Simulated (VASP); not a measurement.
Level of theory: LDA (Ceperley-Alder, Perdew-Zunger), VASP's LDA PAW potentials (set 64) (plane waves; VASP 6.6.1).

VASP ran on this input.

File POSCAR:
```
Al2Pd
1
    0.0000000000     2.9495350000     2.9495350000
    2.9495350000     0.0000000000     2.9495350000
    2.9495350000     2.9495350000     0.0000000000
Al Pd
2 1
Direct
  0.2500000000   0.2500000000   0.2500000000
  0.7500000000   0.7500000000   0.7500000000
  0.0000000000   0.0000000000   0.0000000000
```

KPOINTS:
```
Automatic mesh
0
Gamma
7 7 7
0 0 0
```

### INCAR
```
SYSTEM = Al2Pd
PREC = Accurate
ENCUT = 300
EDIFF = 1E-6
NELM = 100
ALGO = Normal
LREAL = .FALSE.
LASPH = .TRUE.
ISMEAR = 0
SIGMA = 0.136
LMAXMIX = 4
LWAVE = .FALSE.
LCHARG = .FALSE.
ISIF = 2
```

POTCAR, in this order: Al Pd (LDA.64 set). Program: vasp_std.

Task: What will the output report for the number of irreducible k-points (NKPTS), largest plane-wave count, number of space-group operations, FFT grid (NGX, NGY, NGZ)?

Result: 
```yaml
number of irreducible k-points (NKPTS): 20
largest_plane_wave_count: 620
number_of_space_group_operations: 48
FFT grid (NGX, NGY, NGZ): 24 × 24 × 24
```

The structure comes from a computed database's Al2Pd entry; how it stands against other phases isn't given here. The cell was not relaxed at this level. The run is one of a series of settings (GGA removed, POTCAR Al Pd (LDA.64 set) against the base run), some of them coarse on purpose.
